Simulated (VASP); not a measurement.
Hf2Pd2Se2Br2O3:

```
Hf Pd Se Br O
1.0
     5.25201    0.00000    0.00000
    -2.62601    4.54837    0.00000
     0.00000    0.00000    8.92169
Hf Pd Se Br O
2 2 2 2 3
Direct
  0.00000 0.00000 0.50000
  0.00000 0.00000 0.00000
  0.33333 0.66667 0.50000
  0.66667 0.33333 0.50000
  0.33333 0.66667 0.00000
  0.66667 0.33333 0.00000
  0.00000 0.00000 0.24613
  0.00000 0.00000 0.75387
  0.50000 0.00000 0.50000
  0.00000 0.50000 0.50000
  0.50000 0.50000 0.50000
```

The cell was built by a generator and needn't be a form met in nature.

| Property | Result |
| --- | --- |
| Program | VASP 6.6.1 |
| Task | relaxation of cell and atoms |
| Functional | PBE |
| Potentials or basis | VASP PAW PBE potentials, release 64 (Hf_pv, Pd, Se, Br, O) |
| Cutoff | 520 eV |
| k mesh | 3 × 3 × 2 |
| Occupations | gaussian, width 0.15 eV |
| Spin | no spin polarisation |

At the start: pressure 69.7 GPa; volume 19.37 Å³/atom.

Problem. How do energy, volume and symmetry change on relaxing?

Solution. Over 11 steps the energy falls by 1765.1 meV/atom and the volume is 31.01 Å³/atom (+60.0 %); space group P6/mmm (No. 191, to 0.05 Å).

Step by step:
```csv
step,energy change (eV),largest force (eV/Å),pressure (GPa),volume (Å³)
1,0.0000,3.3804,69.71,213.12
2,-7.1016,0.2758,2.16,587.66
3,4.7000,0.1406,-14.58,663.66
4,-1.3751,0.1708,-13.88,599.76
5,-14.5208,3.5481,21.27,271.94
6,-19.1763,1.9114,-1.53,347.30
7,-19.2187,2.0749,0.26,339.60
8,-19.2084,1.8545,1.36,335.32
9,-19.3465,0.0877,0.91,336.19
10,-19.3591,0.6248,0.59,335.99
11,-19.4156,0.0141,-0.32,341.07
```

Final structure:
```
Hf Pd Se Br O
1.0
     6.22593    0.00000    0.00000
    -3.11297    5.39182    0.00000
     0.00000    0.00000   10.16025
Hf Pd Se Br O
2 2 2 2 3
Direct
  0.00000 0.00000 0.50000
  0.00000 0.00000 0.00000
  0.33333 0.66667 0.50000
  0.66667 0.33333 0.50000
  0.33333 0.66667 0.00000
  0.66667 0.33333 0.00000
  0.00000 0.00000 0.25427
  0.00000 0.00000 0.74573
  0.50000 0.00000 0.50000
  0.00000 0.50000 0.50000
  0.50000 0.50000 0.50000
```

Caveat: the k mesh is coarse (spacing up to 0.46 Å⁻¹), so the values aren't converged; the volume moved by over 15 % at a fixed basis, so the end points are rough.
